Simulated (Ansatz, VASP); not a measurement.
# Pd3PbC: VASP beside Ansatz, part 2 of 2

Wanted: the spread between two codes on one cell, functional and k mesh. The cell is taken from a series of runs on this material, whose earlier steps may have relaxed, scaled, displaced or heated it; both programs get it as it stands.

VASP 6.6.1 and Ansatz 0.2.0.

So far: Set-up; VASP: relaxation of cell and atoms, PBEsol.

### 3. Ansatz: relaxation of cell and atoms, PBEsol

Level of this step: Ansatz beside VASP: Kohn-Sham DFT, plane waves, PBEsol (Ansatz).

Ansatz runs on its PAW soft_1 files.

The same cell, functional, mesh and smearing now go to Ansatz, which takes its cutoff from its data sets.

Contents of input.yaml:

```yaml
crystal:
  lattice:
    - [-4.2208841651, 0.0, 0.0]
    - [0.0, -4.2208841651, -4.2208841651]
    - [0.0, -4.2208841651, 4.2208841651]
  atoms:
    - { symbol: Pd, position: [1.0, 0.0234536049, 0.5] }
    - { symbol: Pd, position: [1.0, 0.4765463951, 0.0] }
    - { symbol: Pd, position: [0.5, 0.25, 0.25] }
    - { symbol: Pd, position: [0.5, 0.75, 0.75] }
    - { symbol: Pd, position: [0.5, 0.75, 0.25] }
    - { symbol: Pd, position: [0.5, 0.25, 0.75] }
    - { symbol: Pb, position: [1.0, 0.9898621455, 0.0] }
    - { symbol: Pb, position: [1.0, 0.5101378545, 0.5] }
    - { symbol: C, position: [0.5, 0.0006456038, 0.5] }
    - { symbol: C, position: [0.5, 0.4993543962, 0.0] }
kpoints:
  mp_grid: { grid: [8, 6, 6] }
hamiltonian:
  xc: pbesol
  pseudopotentials: { kind: paw, azcp: { folder: soft_1 }, xc_functional: pbe }
scf:
  occupations: { method: methfessel_paxton, width: 0.2 }
output:
  forces: true
  stress: true
  eigenvalues: true
  write_density: true
  write_potential: true
  elf: true
  volumetric_format: npy
relax:
  adjacent_minimum: "off"
  f_tol: 0.002
  max_steps: 120
  cell: { stress_tol: 0.03 }
```

On the command line:

```console
$ ansatz run input.yaml --threads 4 --pin off --max-ram 10240MiB --backend cpu --events-out ev --progress --plain --runs-dir out
```

Numbers of over 12 decimals in the logs are rounded to 6 here.

Output:

```text
Engine: ansatz 0.2.0, aarch64-unknown-linux-gnu
Pseudopotentials: kind: paw
Pseudopotential: Pd, paw, valence charge 18, recommended cutoff 420 eV (normal), soft_1/Pd.paw.azcp
Pseudopotential: Pb, paw, valence charge 14, recommended cutoff 420 eV (normal), soft_1/Pb.paw.azcp
Pseudopotential: C, paw, valence charge 4, recommended cutoff 420 eV (normal), soft_1/C.paw.azcp
Functional definition: PBEsol
  exchange = pbesol_x
  correlation = pbesol_c
Crystal: 10 atoms, lattice volume = 150.397 Å³
Basis set: ecut = 420 eV, 2911 PW (Γ), exchange–correlation on 60×80×80 points (8 copies of the dense FFT grid, shifted against one another)
Bands: 87, of which v1, the nominal top of the filled ones, is band 72 counted from 1 (71 counted from 0)
Symmetry: 8 space group operations
Space group: Pmma (ITA 51), of the structure as read, at distance tolerance 5.3e-5 Å
k-points: 80 of 288
Non-local potential: Pd, projectors of the file, l = 0: 2, l = 1: 2, l = 2: 2, l = 3: 1
Non-local potential: Pb, projectors of the file, l = 0: 2, l = 1: 2, l = 2: 2, l = 3: 1
Non-local potential: C, projectors of the file, l = 0: 2, l = 1: 2, l = 2: 1
PAW form: soft (Blöchl's): semilocal exchange-correlation on the pseudo side does not see the compensation charge
PAW frozen core: Pd, regenerated for the run's functional, and the local potential with it (the file was generated under x = pbe(κ = 0.804, μ = 0.219515), c = pbe(β = 0.066725))
PAW frozen core: Pb, regenerated for the run's functional, and the local potential with it (the file was generated under x = pbe(κ = 0.804, μ = 0.219515), c = pbe(β = 0.066725))
PAW frozen core: C, regenerated for the run's functional, and the local potential with it (the file was generated under x = pbe(κ = 0.804, μ = 0.219515), c = pbe(β = 0.066725))
PAW one-centre angular grid: Pd, 590 points (default); XC on 64 Gauss nodes
PAW one-centre angular grid: Pb, 590 points (default); XC on 64 Gauss nodes
PAW one-centre angular grid: C, 110 points (default); XC on 64 Gauss nodes
Initial density: superposition of atomic densities (chi_scale 0.1, normalization cell, long waves kept (reshape's long-wave potential 0.00 eV rms))
Initial wavefunctions: pseudopotential atomic-orbital guess
Functional: x = pbesol(κ = 0.804, μ = 0.123457), c = pbesol(β = 0.046)
SCF iter   1: F=—  HF=-65458.043820 eV  |F-HF|=—  |Δ(HF+E_count)|=         —  Δρ=1.74e-1  dr2=5.70e1  ethr=3.10e-3  ⟨swp⟩=6.1  Hψ=27444  notcnv=0  defer=10
preconditioner: auto → Kerker (q_TF=auto, 2.709 Å⁻¹)  [metal: Δε(μ)=0.006 eV  Ē_g=10.814 eV  σ=0.200 eV  W_gap=0.03  n_scr=46 (ndim 8)  ℏωp=29.7 eV  f_vac=0.000  D(μ)=14.15/eV (n_scr^D=176)]
SCF iter   2: F=—  HF=-65449.174092 eV  |F-HF|=—  |Δ(HF+E_count)|=    8.87e0  S|Δr|=    0.00e0  Δρ=8.04e-2  dr2=1.31e1  ethr=3.10e-3  ⟨swp⟩=2.0  Hψ=13954  notcnv=0  defer=524
SCF iter   3: F=—  HF=-65446.414313 eV  |F-HF|=—  |Δ(HF+E_count)|=    2.76e0  S|Δr|=    0.00e0  Δρ=1.49e-2  dr2=4.14e-1  ethr=3.10e-3  ⟨swp⟩=2.0  Hψ=11087  notcnv=0  defer=536
SCF iter   4: F=—  HF=-65446.340901 eV  |F-HF|=—  |Δ(HF+E_count)|=   7.34e-2  S|Δr|=    0.00e0  Δρ=3.03e-3  dr2=8.69e-3  ethr=2.88e-4  ⟨swp⟩=1.3  Hψ=8313  notcnv=0  defer=536
SCF iter   5: F=—  HF=-65446.341311 eV  |F-HF|=—  |Δ(HF+E_count)|=   4.10e-4  S|Δr|=    0.00e0  Δρ=5.54e-4  dr2=7.46e-4  ethr=6.04e-6  ⟨swp⟩=2.1  Hψ=9888  notcnv=0  defer=536
SCF iter   6: F=—  HF=-65446.341273 eV  |F-HF|=—  |Δ(HF+E_count)|=   3.77e-5  S|Δr|=    0.00e0  Δρ=1.83e-4  dr2=1.02e-4  ethr=5.18e-7  ⟨swp⟩=2.1  Hψ=9382  notcnv=0  defer=536
SCF iter   7: F=—  HF=-65446.341255 eV  |F-HF|=—  |Δ(HF+E_count)|=   1.76e-5  S|Δr|=    0.00e0  Δρ=6.23e-5  dr2=1.46e-5  ethr=7.06e-8  ⟨swp⟩=2.0  Hψ=8496  notcnv=0  defer=536
SCF iter   8: F=—  HF=-65446.341189 eV  |F-HF|=—  |Δ(HF+E_count)|=   6.60e-5  S|Δr|=    0.00e0  Δρ=2.10e-5  dr2=8.51e-7  ethr=1.02e-8  ⟨swp⟩=2.1  Hψ=8789  notcnv=0  defer=536
SCF iter   9: F=—  HF=-65446.341189 eV  |F-HF|=—  |Δ(HF+E_count)|=   1.47e-7  S|Δr|=    0.00e0  Δρ=5.62e-6  dr2=1.03e-7  ethr=6.94e-11  ⟨swp⟩=16.4  Hψ=55042  notcnv=0
SCF iter  10: F=-65446.341189 eV  HF=-65446.341189 eV  |F-HF|=1.16e-8  |Δ(HF+E_count)|=   9.13e-9  S|Δr|=    0.00e0  Δρ=1.71e-6  dr2=1.35e-8  ethr=6.94e-11  ⟨swp⟩=8.0  Hψ=38423  notcnv=0
SCF 1 converged in 10 iterations: F = -65446.341189 eV  dr2 = 1.35e-8
  greatest PAW one-centre occupation: 0.999 electrons in one spin orbital (limit 2), on the Pd atom at site 4 (counted from 0), in its partial waves of l = 0
relax step   1: F+E_penalty+E_count = -65446.34118916 eV  Δ(F+E_penalty+E_count) = +0.000e0 eV  max|allowed force component| = 3.314e-2 eV/Å  Δτ_max = 0.0000 Å  P = -0.036 GPa  Ω = 150.397 Å³  (10 SCF iters, dr2 threshold 1.00e-7 eV, accepted)
Crystal: 10 atoms, lattice volume = 150.338 Å³
Initial density: handed on by an earlier stage of this run
[...]
Initial wavefunctions: pseudopotential atomic-orbital guess (no wavefunctions were taken with the density)
iter 1 solved again at ethr=3.34e-8 eV; its pass at ethr=3.10e-3 eV (dr2=4.80e-5 eV) is discarded
SCF iter   1: F=—  HF=-65446.343837 eV  |F-HF|=—  |Δ(HF+E_count)|=         —  Δρ=1.10e-5  dr2=1.61e-8  ethr=3.34e-8  ⟨swp⟩=3.9  Hψ=44747  notcnv=0
preconditioner: auto → Kerker (q_TF=auto, 2.709 Å⁻¹)  [metal: Δε(μ)=0.000 eV  Ē_g=11.101 eV  σ=0.200 eV  W_gap=0.00  n_scr=46 (ndim 8)  ℏωp=29.7 eV  f_vac=0.000  D(μ)=5.92/eV (n_scr^D=46)]
SCF iter   2: F=—  HF=-65446.343842 eV  |F-HF|=—  |Δ(HF+E_count)|=   4.58e-6  S|Δr|=    0.00e0  Δρ=5.62e-6  dr2=4.70e-9  ethr=1.12e-11  ⟨swp⟩=3.0  Hψ=15311  notcnv=0
SCF iter   3: F=—  HF=-65446.343842 eV  |F-HF|=—  |Δ(HF+E_count)|=   2.23e-8  S|Δr|=    0.00e0  Δρ=8.60e-7  dr2=3.92e-10  ethr=3.26e-12  ⟨swp⟩=2.0  Hψ=11606  notcnv=0
SCF iter   4: F=—  HF=-65446.343842 eV  |F-HF|=—  |Δ(HF+E_count)|=  3.78e-10  S|Δr|=    0.00e0  Δρ=1.92e-7  dr2=1.10e-10  ethr=1.00e-12  ⟨swp⟩=1.0  Hψ=6960  notcnv=0
SCF iter   5: F=-65446.343842 eV  HF=-65446.343842 eV  |F-HF|=0.00e0  |Δ(HF+E_count)|=  1.46e-11  S|Δr|=    0.00e0  Δρ=4.88e-8  dr2=5.96e-12  ethr=1.00e-12  ⟨swp⟩=8.8  Hψ=34029  notcnv=0
SCF 8 converged in 5 iterations: F = -65446.343842 eV  dr2 = 5.96e-12
relax step   8: F+E_penalty+E_count = -65446.34384203 eV  Δ(F+E_penalty+E_count) = +2.233e-5 eV  max|allowed force component| = 2.430e-4 eV/Å  Δτ_max = 0.0000 Å  P = +0.000 GPa  Ω = 150.385 Å³  stress off target by 3.35e-3 GPa  SCF on the basis re-selected at this cell (its energy is not comparable with the rows above)  (5 SCF iters)
basis re-selected at this cell: Δ(F+E_penalty+E_count) = +2.233e-5 eV, ΔP = +0.000 GPa vs the last step (what re-selecting the basis moved, of the pressure what is left beyond the Pulay correction that the steps carried, after the strain that the cell walked since its last selection, with what the two solves' SCF thresholds leave and, on support functions, any second-order correction that the steps lacked; it is no measure of the basis error at this ecutwfc). The dense FFT grid was sized anew with the basis: this SCF ran on 30×45×40 points, the steps before it on 30×40×40, so part of this shift can come from that change (see relax.cell in the input reference). [rest of the remark cut]
SCF converged after 5 iterations
Stability not checked: this state was not tested for a lower state beside it, because cold or Methfessel-Paxton smearing, or corrected tetrahedra, fill the levels in a way that the test cannot read (fill_not_monotonic; see scf.lower_state_search)
Free energy (F): -65446.343842 eV
Harris-Foulkes:  -65446.343842 eV  (|F-HF|=0.00e0)
Internal energy: -65446.346611 eV  (E = F + TS)
E sigma→0 (E₀):  -65446.344534 eV
Entropy (-TS):   0.002769 eV (0.277 meV/atom)
Fermi energy:    17.350559 eV
--- Per-component energies (eV) ---
  E_band       = -960.468895
  E_kinetic    = 3450.054897
  E_local      = -14362.397528  (includes V_loc(G=0)·N_el)
  E_nonlocal   = 2904.207630
  E_hartree    = 5807.054523
  E_xc         = -1327.410368
  E_vxc        = -1440.271604  (∫ρ·V_xc dr)
  E_paw        = -43155.833030  (= ΣΔE_a)
  E_vpaw       = -3126.172592  (= ΣTr[D̂ρ^β])
  E_aug_tail   = 0.001290  (compensation charges beyond the density's cutoff)
  E_ewald      = -18764.005718
  E_core_change = 1.981692  (= ΣΔE_core)
  E_smearing   = 0.002769  (= −TS)
  E_closure    = 0.000000  (closes the sum)
  Σ components = -65446.343842   (vs F -65446.343842, Δ=0.00e0)
--- Forces (eV/Å), atoms counted from 1 ---
  atom   1  Pd    -0.00000000     0.00013400     0.00013400
  atom   2  Pd     0.00000000    -0.00013400    -0.00013400
  atom   3  Pd    -0.00000000    -0.00000000     0.00000000
  atom   4  Pd    -0.00000000     0.00000000     0.00000000
  atom   5  Pd     0.00000000     0.00000000    -0.00000000
  atom   6  Pd    -0.00000000     0.00000000     0.00000000
  atom   7  Pb     0.00000000     0.00005470     0.00005470
  atom   8  Pb    -0.00000000    -0.00005470    -0.00005470
  atom   9  C     -0.00000000     0.00024304     0.00024304
  atom  10  C      0.00000000    -0.00024304    -0.00024304
  max |Σ_I F_I| component: 1.73e-18 eV/Å
--- Stress (GPa, compression-positive) ---
       -0.001144       0.000000      -0.000000
        0.000000       0.000607       0.002744
       -0.000000       0.002744       0.000607
  P = ⅓ Tr σ = 0.0000 GPa (0.000 kbar)
--- Band table (eV; the first three rows and the last of 80) ---
  k-point 0: bands = [... 68 lower, 16.2104, 16.2734, 16.8015, 16.8471, 17.7823, 18.7087, 18.9421, 18.9724, ... 11 higher]
  k-point 1: bands = [... 68 lower, 16.3940, 16.5051, 16.8077, 16.8993, 17.5159, 18.5828, 19.1173, 19.1705, ... 11 higher]
  k-point 2: bands = [... 68 lower, 16.6731, 16.8193, 17.0233, 17.0608, 17.2441, 18.2236, 19.6450, 19.7050, ... 11 higher]
  k-point 79: bands = [... 68 lower, 16.7739, 16.7739, 16.7865, 16.7865, 18.4555, 18.4555, 21.1998, 21.1998, ... 11 higher]
--- Relaxed structure (7 steps of the walk, 7 accepted, 1 SCFs on fresh bases) ---
  F+E_penalty+E_count = -65446.34384203 eV   max|allowed force component| = 2.430e-4 eV/Å   (the final SCF, on the basis selected at the relaxed cell)
  cell:  # Å, volume = 150.3845 Å³
    - [-4.211563, 0, 0]
    - [0, -4.235229, -4.235229]
    - [0, -4.215537528376, 4.215537528376]
  atoms:
    - { symbol: Pd, position: [1.000000, 0.030794, 0.5] }
    - { symbol: Pd, position: [1.000000, 0.469206, 0.0] }
    - { symbol: Pd, position: [0.500000, 0.250000, 0.25] }
    - { symbol: Pd, position: [0.500000, 0.750000, 0.750000] }
    - { symbol: Pd, position: [0.500000, 0.750000, 0.250000] }
    - { symbol: Pd, position: [0.500000, 0.250000, 0.75] }
    - { symbol: Pb, position: [1.000000, 0.985337, 0.0] }
    - { symbol: Pb, position: [1.000000, 0.514663, 0.500000] }
    - { symbol: C, position: [0.500000, 0.00147013, 0.5] }
    - { symbol: C, position: [0.500000, 0.498530, 0.0] }
```

The column dr2 measures how far the density is from self-consistency, as an energy; F and HF (Harris–Foulkes) agree once it is small.

### 4. Side by side

Known differences besides the potentials themselves: the data sets hold 144 valence electrons in Ansatz (on its PAW soft_1 files) and 96 in VASP; the cutoff is 420 eV in Ansatz and 600 eV in VASP; Ansatz makes its cores anew for this functional, VASP keeps those of its PBE data sets; Ansatz adds a Pulay correction to the stress that steers its cell, VASP none. Total energies have different zeros and are not compared.

Both answers:

| quantity | Ansatz | VASP | difference |
| --- | --- | --- | --- |
| volume (Å³) | 150.38 | 150.39 | +0.00 % |
| edge a after relaxation, in the typed setting (Å) | 4.212 | 4.210 | +0.03 % |
| edge b after relaxation, in the typed setting (Å) | 5.989 | 5.992 | -0.05 % |
| edge c after relaxation, in the typed setting (Å) | 5.962 | 5.961 | +0.01 % |

### 5. Results

```yaml
difference_in_edge_b_after_relaxation_in_the_typed_setting_relaxation_of_cell_and_atoms_pbesol: -0.045 %
```

What this shows: The difference in edge b after relaxation, in the typed setting is -0.045 % (relaxation of cell and atoms, PBEsol), within the 1.2 % picked in this series as the mark of a large difference, as far as the stopping tolerances let one tell. The data sets hold unlike numbers of valence electrons (144 in Ansatz and 96 in VASP), so part of the differences comes from the potentials. Such differences can come from data sets, numerical settings and the points named under the comparisons, not from the functional's error against experiment.

[Lines on the potential files, build, host, timing and source positions are cut from VASP's logs without a mark.]

[Logs are printed without paths, hosts, clocks, repeated set-up lines and the standing remarks that a program may print on its own settings, such as how far it seeks lower states.]

[Hosts, paths, dates, database ids (printed as entryN), source tags and the programs' standing remarks are cut or masked in the printed files.]
